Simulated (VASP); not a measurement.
Input for VASP

**KPOINTS**
```
Automatic mesh
0
Monkhorst-Pack
12 11 6
0 0 0
```

File POSCAR:
```
Rh
1
    0.0000000000     1.9000000000     1.9000000000
    1.9000000000     0.0000000000     1.9000000000
    1.9000000000     1.9000000000     0.0000000000
Rh
1
Direct
  0.0000000000   0.0000000000   0.0000000000
```

**INCAR**
```
SYSTEM = Rh
PREC = Accurate
ENCUT = 400
EDIFF = 1E-6
NELM = 100
ALGO = Normal
LREAL = .FALSE.
LASPH = .TRUE.
ISMEAR = 1
SIGMA = 0.1
GGA = PE
LMAXMIX = 4
LWAVE = .FALSE.
LCHARG = .FALSE.
ISIF = 2
```

POTCAR, in this order: Rh_pv (PBE.64 set). Program: vasp_std.

What VASP printed:

**standard output**
```
 POSCAR found type information on POSCAR Rh
 POSCAR found :  1 types and       1 ions
 Reading from existing POTCAR
 Reading from existing POTCAR
 LDA part: xc-table for (Slater+PW92), standard interpolation

 -----------------------------------------------------------------------------
|                                                                             |
|           W    W    AA    RRRRR   N    N  II  N    N   GGGG   !!!           |
|           W    W   A  A   R    R  NN   N  II  NN   N  G    G  !!!           |
|           W    W  A    A  R    R  N N  N  II  N N  N  G       !!!           |
|           W WW W  AAAAAA  RRRRR   N  N N  II  N  N N  G  GGG   !            |
|           WW  WW  A    A  R   R   N   NN  II  N   NN  G    G                |
|           W    W  A    A  R    R  N    N  II  N    N   GGGG   !!!           |
|                                                                             |
|     Your reciprocal lattice and k-lattice belong to different lattice       |
|     classes:                                                                |
|                                                                             |
|        The reciprocal lattice is body-centered cubic,                       |
|        whereas your k-lattice is triclinic.                                 |
|                                                                             |
|     Results are often still useful ...                                      |
|                                                                             |
 -----------------------------------------------------------------------------

 POSCAR, INCAR and KPOINTS ok, starting setup
 WAVECAR not read
 entering main loop
       N       E                     dE             d eps       ncg     rms          rms(c)
DAV:   1     0.954614857405E+02    0.95461E+02   -0.81743E+03  8816   0.120E+03
DAV:   2    -0.650484818813E+01   -0.10197E+03   -0.97650E+02  8997   0.345E+02
DAV:   3    -0.774420624373E+01   -0.12394E+01   -0.12265E+01 10065   0.433E+01
DAV:   4    -0.775155999572E+01   -0.73538E-02   -0.73531E-02  9525   0.345E+00
DAV:   5    -0.775167083728E+01   -0.11084E-03   -0.11084E-03 10029   0.393E-01    0.102E+01
DAV:   6    -0.727876790676E+01    0.47290E+00   -0.11051E+00  9102   0.156E+01    0.360E+00
DAV:   7    -0.726104669590E+01    0.17721E-01   -0.22443E-02  9873   0.194E+00    0.170E+00
DAV:   8    -0.725746047277E+01    0.35862E-02   -0.35732E-03  9060   0.946E-01    0.190E-01
DAV:   9    -0.725733697825E+01    0.12349E-03   -0.97723E-05 10002   0.158E-01    0.203E-02
DAV:  10    -0.725734137137E+01   -0.43931E-05   -0.30048E-06  9304   0.244E-02    0.217E-03
DAV:  11    -0.725734139437E+01   -0.23001E-07   -0.20617E-07  4941   0.658E-03
   1 F= -.72573414E+01 E0= -.72573017E+01  d E =-.119083E-03
```

OUTCAR:
```
------------------------ aborting loop because EDIFF is reached ----------------------------------------
  FORCE on cell =-STRESS in cart. coord.  units (eV):
  Direction    XX          YY          ZZ          XY          YZ          ZX
  --------------------------------------------------------------------------------------
  Total        0.4286413      0.4286413      0.4286413      0.0000000      0.0000000     -0.0000000
  in kB       50.0626446     50.0626446     50.0626446      0.0000000      0.0000000     -0.0000000
  external PRESSURE =      50.0626446 kB  Pullay stress =       0.0000000 kB
  volume of cell :       13.72
      direct lattice vectors                 reciprocal lattice vectors
     0.000000000  1.900000000  1.900000000    -0.263157895  0.263157895  0.263157895
     1.900000000  0.000000000  1.900000000     0.263157895 -0.263157895  0.263157895
     1.900000000  1.900000000  0.000000000     0.263157895  0.263157895 -0.263157895
 POSITION                                       TOTAL-FORCE (eV/Angst)
 -----------------------------------------------------------------------------------
      0.00000      0.00000      0.00000        -0.000000     -0.000000      0.000000
 -----------------------------------------------------------------------------------
    total drift:                                0.000000     -0.000000      0.000000
  FREE ENERGIE OF THE ION-ELECTRON SYSTEM (eV)
  ---------------------------------------------------
  free  energy   TOTEN  =        -7.2573413944 eV

  energy  without entropy=       -7.2572223113  energy(sigma->0) =       -7.25730170
```
(Selected blocks of OUTCAR.)

### Question
Read the log: what went wrong, and how is it fixed?

### Answer
The cause: the mesh has unequal divisions along equivalent axes and breaks the lattice's symmetry. The run ends without an error. Against the sound run, the energy per atom (σ→0) falls by 0.004 eV/atom; the pressure goes up by 0.09 GPa. To mend it, correct KPOINTS.
**KPOINTS**
```
Automatic mesh
0
Gamma
12 12 12
0 0 0
```
The mended run (PBE GGA, plane waves, VASP's PBE PAW potentials (set 64)) converges, and its OSZICAR ends with
```
   1 F= -.72530696E+01 E0= -.72531532E+01  d E =0.250918E-03
```

The compound is Rh in the fcc structure. The cell was not relaxed at this level.
